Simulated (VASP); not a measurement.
OSZICAR of a VASP run on MoS$_{2}$:

File OSZICAR:
```
       N       E                     dE             d eps       ncg     rms          rms(c)
DAV:   1     0.104333998538E+03    0.10433E+03   -0.11653E+04   720   0.107E+03
DAV:   2    -0.469681306892E+02   -0.15130E+03   -0.14896E+03   736   0.258E+02
DAV:   3    -0.545862369067E+02   -0.76181E+01   -0.75930E+01   716   0.546E+01
DAV:   4    -0.546838385508E+02   -0.97602E-01   -0.97323E-01   727   0.660E+00
DAV:   5    -0.546861787757E+02   -0.23402E-02   -0.23396E-02   697   0.919E-01    0.271E+01
DAV:   6    -0.498085538958E+02    0.48776E+01   -0.11970E+01   612   0.289E+01    0.922E+00
DAV:   7    -0.477829865919E+02    0.20256E+01   -0.40126E+00   618   0.125E+01    0.475E+00
DAV:   8    -0.470853710106E+02    0.69762E+00   -0.12660E+00   603   0.773E+00    0.273E+00
DAV:   9    -0.463586139764E+02    0.72676E+00   -0.10070E-01   576   0.321E+00    0.923E-01
DAV:  10    -0.455324016695E+02    0.82621E+00   -0.14169E-01   544   0.372E+00    0.331E-01
DAV:  11    -0.454338739377E+02    0.98528E-01   -0.47301E-03   644   0.568E-01    0.271E-01
DAV:  12    -0.454269999128E+02    0.68740E-02   -0.24424E-04   697   0.103E-01    0.283E-01
DAV:  13    -0.449911339318E+02    0.43587E+00   -0.18874E-01   662   0.325E+00    0.375E-01
DAV:  14    -0.449911202864E+02    0.13645E-04   -0.11376E-03   691   0.251E-01    0.406E-01
DAV:  15    -0.449951894109E+02   -0.40691E-02   -0.20476E-03   586   0.435E-01    0.438E-01
DAV:  16    -0.449963870402E+02   -0.11976E-02   -0.14163E-03   544   0.365E-01    0.420E-01
DAV:  17    -0.450051217754E+02   -0.87347E-02   -0.60235E-03   544   0.756E-01    0.474E-01
DAV:  18    -0.449963180187E+02    0.88038E-02   -0.25346E-03   584   0.306E-01    0.738E-01
DAV:  19    -0.450038210815E+02   -0.75031E-02   -0.92555E-04   544   0.290E-01    0.901E-01
DAV:  20    -0.449963319214E+02    0.74892E-02   -0.10021E-03   544   0.305E-01    0.866E-01
DAV:  21    -0.449981174413E+02   -0.17855E-02   -0.11066E-04   565   0.987E-02    0.104E+00
DAV:  22    -0.449971423551E+02    0.97509E-03   -0.30631E-03   663   0.468E-01    0.144E+00
DAV:  23    -0.449990317795E+02   -0.18894E-02   -0.71179E-05   653   0.749E-02    0.148E+00
DAV:  24    -0.449994773695E+02   -0.44559E-03   -0.59018E-06   569   0.234E-02    0.145E+00
DAV:  25    -0.450000843565E+02   -0.60699E-03   -0.43971E-04   544   0.207E-01    0.155E+00
DAV:  26    -0.450003711241E+02   -0.28677E-03   -0.83896E-06   692   0.269E-02    0.153E+00
DAV:  27    -0.450037306258E+02   -0.33595E-02   -0.22184E-04   546   0.136E-01    0.158E+00
DAV:  28    -0.450083664763E+02   -0.46359E-02   -0.38674E-04   664   0.180E-01    0.151E+00
DAV:  29    -0.450084069261E+02   -0.40450E-04   -0.33992E-06   689   0.150E-02    0.150E+00
DAV:  30    -0.450078661832E+02    0.54074E-03   -0.21841E-05   544   0.413E-02    0.150E+00
DAV:  31    -0.449984996880E+02    0.93665E-02   -0.15136E-02   626   0.109E+00    0.131E+00
DAV:  32    -0.449997066670E+02   -0.12070E-02   -0.50126E-03   580   0.558E-01    0.104E+00
DAV:  33    -0.450004480940E+02   -0.74143E-03   -0.54252E-04   548   0.196E-01    0.885E-01
DAV:  34    -0.449975919797E+02    0.28561E-02   -0.28923E-03   680   0.401E-01    0.438E-01
DAV:  35    -0.449976835029E+02   -0.91523E-04   -0.67957E-03   544   0.573E-01    0.298E-01
DAV:  36    -0.449967030340E+02    0.98047E-03   -0.12559E-03   570   0.282E-01    0.232E-01
DAV:  37    -0.449988676965E+02   -0.21647E-02   -0.11286E-03   544   0.291E-01    0.153E-01
DAV:  38    -0.449965929359E+02    0.22748E-02   -0.52385E-03   664   0.571E-01    0.577E-02
DAV:  39    -0.449996045261E+02   -0.30116E-02   -0.91102E-04   544   0.244E-01    0.433E-02
DAV:  40    -0.449996536214E+02   -0.49095E-04   -0.93846E-04   664   0.227E-01    0.164E-02
DAV:  41    -0.449993810803E+02    0.27254E-03   -0.67550E-04   544   0.266E-01    0.909E-03
DAV:  42    -0.449995363684E+02   -0.15529E-03   -0.15735E-04   544   0.128E-01    0.113E-02
DAV:  43    -0.449999898792E+02   -0.45351E-03   -0.46324E-04   544   0.196E-01    0.139E-02
DAV:  44    -0.450000262801E+02   -0.36401E-04   -0.23393E-05   664   0.399E-02    0.924E-03
DAV:  45    -0.449998202718E+02    0.20601E-03   -0.89652E-05   544   0.838E-02    0.498E-03
DAV:  46    -0.450000394265E+02   -0.21915E-03   -0.88839E-05   544   0.820E-02    0.427E-03
DAV:  47    -0.450000342000E+02    0.52265E-05   -0.18533E-06   634   0.141E-02    0.179E-03
DAV:  48    -0.450000441713E+02   -0.99713E-05   -0.13204E-06   565   0.108E-02    0.113E-03
DAV:  49    -0.450000602631E+02   -0.16092E-04   -0.58679E-06   629   0.214E-02    0.729E-04
DAV:  50    -0.450000592991E+02    0.96404E-06   -0.27342E-07   545   0.574E-03    0.266E-04
DAV:  51    -0.450000619941E+02   -0.26951E-05   -0.25044E-06   544   0.133E-02    0.282E-04
DAV:  52    -0.450000621998E+02   -0.20573E-06   -0.19945E-07   544   0.437E-03    0.170E-04
DAV:  53    -0.450000622752E+02   -0.75353E-07   -0.58675E-08   652   0.243E-03    0.106E-04
DAV:  54    -0.450000622219E+02    0.53306E-07   -0.25655E-08   410   0.180E-03    0.358E-05
DAV:  55    -0.450000622905E+02   -0.68648E-07   -0.15886E-08   408   0.136E-03    0.423E-05
DAV:  56    -0.450000621868E+02    0.10375E-06   -0.32800E-08   428   0.187E-03    0.440E-05
DAV:  57    -0.450000621812E+02    0.56079E-08   -0.62460E-09   408   0.833E-04
   1 F= -.45000062E+02 E0= -.45000062E+02  d E =-.450001E+02
       N       E                     dE             d eps       ncg     rms          rms(c)
DAV:   1    -0.450000707575E+02   -0.85707E-05   -0.22236E-03   544   0.237E-01    0.419E-02
DAV:   2    -0.449999213500E+02    0.14941E-03   -0.21918E-04   544   0.116E-01    0.202E-02
DAV:   3    -0.450000614286E+02   -0.14008E-03   -0.10268E-04   544   0.858E-02    0.996E-03
DAV:   4    -0.450000684107E+02   -0.69821E-05   -0.45680E-05   544   0.609E-02    0.362E-03
DAV:   5    -0.450000803283E+02   -0.11918E-04   -0.69315E-06   544   0.273E-02    0.762E-04
DAV:   6    -0.450000803398E+02   -0.11495E-07   -0.10526E-06   546   0.116E-02    0.545E-04
DAV:   7    -0.450000806296E+02   -0.28983E-06   -0.19874E-06   544   0.130E-02    0.271E-04
DAV:   8    -0.450000813210E+02   -0.69133E-06   -0.29718E-07   544   0.632E-03    0.161E-04
DAV:   9    -0.450000813380E+02   -0.17068E-07   -0.35835E-08   428   0.227E-03    0.838E-05
DAV:  10    -0.450000818769E+02   -0.53885E-06   -0.81875E-08   544   0.362E-03    0.550E-05
DAV:  11    -0.450000816518E+02    0.22506E-06   -0.60986E-08   528   0.305E-03    0.418E-05
DAV:  12    -0.450000816930E+02   -0.41191E-07   -0.41283E-08   452   0.250E-03    0.449E-05
DAV:  13    -0.450000816733E+02    0.19710E-07   -0.26369E-08   410   0.175E-03    0.240E-05
DAV:  14    -0.450000816943E+02   -0.21002E-07   -0.25870E-08   410   0.175E-03    0.166E-05
DAV:  15    -0.450000817873E+02   -0.92982E-07   -0.16471E-08   408   0.149E-03    0.744E-06
DAV:  16    -0.450000818115E+02   -0.24231E-07   -0.80799E-09   408   0.103E-03    0.982E-06
DAV:  17    -0.450000817580E+02    0.53514E-07   -0.89964E-09   408   0.108E-03    0.886E-06
DAV:  18    -0.450000817807E+02   -0.22726E-07   -0.16765E-09   376   0.461E-04    0.517E-06
DAV:  19    -0.450000817783E+02    0.24843E-08   -0.17149E-09   376   0.449E-04
   2 F= -.45000082E+02 E0= -.45000082E+02  d E =-.195971E-04
       N       E                     dE             d eps       ncg     rms          rms(c)
DAV:   1    -0.450000818065E+02   -0.25803E-07   -0.65220E-06   544   0.129E-02    0.227E-03
DAV:   2    -0.450000811998E+02    0.60674E-06   -0.54173E-07   544   0.627E-03    0.110E-03
DAV:   3    -0.450000813614E+02   -0.16155E-06   -0.27095E-07   544   0.496E-03    0.546E-04
DAV:   4    -0.450000815529E+02   -0.19154E-06   -0.20306E-07   544   0.491E-03    0.184E-04
DAV:   5    -0.450000816503E+02   -0.97409E-07   -0.41632E-08   477   0.229E-03    0.381E-05
DAV:   6    -0.450000818391E+02   -0.18879E-06   -0.25009E-08   408   0.183E-03    0.275E-05
DAV:   7    -0.450000817892E+02    0.49930E-07   -0.16094E-08   408   0.141E-03    0.149E-05
DAV:   8    -0.450000817449E+02    0.44268E-07   -0.93041E-09   408   0.108E-03    0.731E-06
DAV:   9    -0.450000817492E+02   -0.43510E-08   -0.15670E-09   358   0.442E-04
   3 F= -.45000082E+02 E0= -.45000082E+02  d E =0.290183E-07
```

Q: Which electronic solver shows in the log?

A: It is blocked Davidson (ALGO = Normal, or the opening steps of other solvers). The INCAR had ALGO = Normal.

Q: Can the final energy be trusted as converged?

A: Self-consistency was reached. It stopped with EDIFF = 1E-8, NELM = 100, NSW = 30 and EDIFFG = -0.001 after 3 ionic steps (r2SCAN meta-GGA, plane waves, VASP's PBE PAW potentials (set 64)). The cell holds a wide vacuum, so values per volume refer to the whole cell.

The cell is a sheet with vacuum, built from a database entry that may be metastable or hypothetical.
